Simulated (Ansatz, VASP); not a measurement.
CsBa3: VASP beside Ansatz

The input INCAR:

```
  PREC = Accurate
  ENCUT = 520
  EDIFF = 1E-7
  ISMEAR = -1
  SIGMA = 0.05
  LREAL = False
  LASPH = True
  NELM = 80
  ALGO = Normal
  ISIF = 2
  LWAVE = False
  LCHARG = False
  GGA = PE
  NBANDS = 28
```

Contents of KPOINTS:

```
regular mesh
0
Gamma
  5 5 5
```

Contents of POSCAR:

```
CsBa3
1.0
    0.0000000000      5.1146972761      5.1146972761
    5.1146972761      0.0000000000      5.1146972761
    5.1146972761      5.1146972761      0.0000000000
Ba Cs
3 1
Direct
    0.5000000000      0.5000000000      0.5000000000
    0.7500000000      0.7500000000      0.7500000000
    0.2500000000      0.2500000000      0.2500000000
    0.0000000000      0.0000000000      0.0000000000
```

File input.yaml:

```yaml
crystal:
  lattice:
    - [0.0, 5.1146972761, 5.1146972761]
    - [5.1146972761, 0.0, 5.1146972761]
    - [5.1146972761, 5.1146972761, 0.0]
  atoms:
    - { symbol: Ba, position: [0.5, 0.5, 0.5] }
    - { symbol: Ba, position: [0.75, 0.75, 0.75] }
    - { symbol: Ba, position: [0.25, 0.25, 0.25] }
    - { symbol: Cs, position: [0.0, 0.0, 0.0] }
hamiltonian:
  xc: pbe
  pseudopotentials: { kind: paw }
kpoints:
  mp_grid: { grid: [5, 5, 5] }
scf:
  occupations: { method: fermi_dirac, width: 0.05 }
output:
  forces: true
  stress: true
  eigenvalues: true
```

Change from the starting cell: volume scaled by 0.94.

Alike in both runs: task single point; functional PBE; k mesh 5 × 5 × 5; occupations fermi-dirac, width 0.05 eV; no spin polarisation.

|  | VASP | Ansatz |
| --- | --- | --- |
| version | VASP 6.6.1 | Ansatz 0.2.0 |
| potentials or method | VASP PAW PBE potentials, release 64 (Ba_sv, Cs_sv) | Ansatz PAW |
| plane-wave cutoff (eV) | 520 | 420 |
| valence electrons in the cell | 39 | 39 |

```csv
,VASP,Ansatz,Ansatz less VASP
gap on the k mesh at the Fermi level (eV),none,none,-
pressure (GPa),0.5,0.5,-0.02
```

A gap of «none» marks a metal or a gap that the smearing closes.

Spin-orbit coupling is left out, which matters for the levels of Ba, Cs.
